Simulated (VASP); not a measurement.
A convergence study with VASP on Au: one setting is varied, all else stays as given below, so the limit is that of these other settings.

```yaml
crystal:
  lattice:
    - [2.87634, 0.00000, 0.00000]
    - [-2.87634, 2.87634, 0.00000]
    - [0.00000, 0.00000, 20.10160]
  atoms:
    - { symbol: Au, position: [0.00000, 0.00000, 0.44941] }
    - { symbol: Au, position: [0.00000, 0.50000, 0.34823] }
    - { symbol: Au, position: [0.00000, 0.00000, 0.65177] }
    - { symbol: Au, position: [0.00000, 0.50000, 0.55059] }
```

Method: PBEsol GGA, VASP's PBE PAW potentials (set 64) (plane waves; VASP). The tightest run used: 300 eV cut-off, 41×41×1 Γ-centred mesh, Fermi-Dirac smearing of 0.10 eV, potentials Au.

```json
[
 {"setting": "3×3×1 mesh", "E (eV/atom)": "-3.6956", "largest force (eV/Å)": "0.425", "irreducible k-points": "3"},
 {"setting": "4×4×1 mesh", "E (eV/atom)": "-3.5503", "largest force (eV/Å)": "0.132", "irreducible k-points": "6"},
 {"setting": "5×5×1 mesh", "E (eV/atom)": "-3.6177", "largest force (eV/Å)": "0.225", "irreducible k-points": "6"},
 {"setting": "6×6×1 mesh", "E (eV/atom)": "-3.6002", "largest force (eV/Å)": "0.174", "irreducible k-points": "10"},
 {"setting": "7×7×1 mesh", "E (eV/atom)": "-3.6275", "largest force (eV/Å)": "0.143", "irreducible k-points": "10"},
 {"setting": "9×9×1 mesh", "E (eV/atom)": "-3.6223", "largest force (eV/Å)": "0.126", "irreducible k-points": "15"},
 {"setting": "10×10×1 mesh", "E (eV/atom)": "-3.6224", "largest force (eV/Å)": "0.136", "irreducible k-points": "21"},
 {"setting": "12×12×1 mesh", "E (eV/atom)": "-3.6248", "largest force (eV/Å)": "0.129", "irreducible k-points": "28"}
]
```

Problem. These are the cheaper rows. Estimate the results at 41×41×1 mesh, and how far the last row shown lies from them.

Solution. 
| quantity | tightest run | last row shown is off by |
|---|---|---|
| E (eV/atom) | -3.6246 | -0.0002 |
| largest force (eV/Å) | 0.132 | -0.002 |

Left out are rungs that failed or repeat a setting and relaxations that didn't move; long series are thinned to 24 rows.

The cell is a sheet or thin cut with vacuum, built from a generated structure.
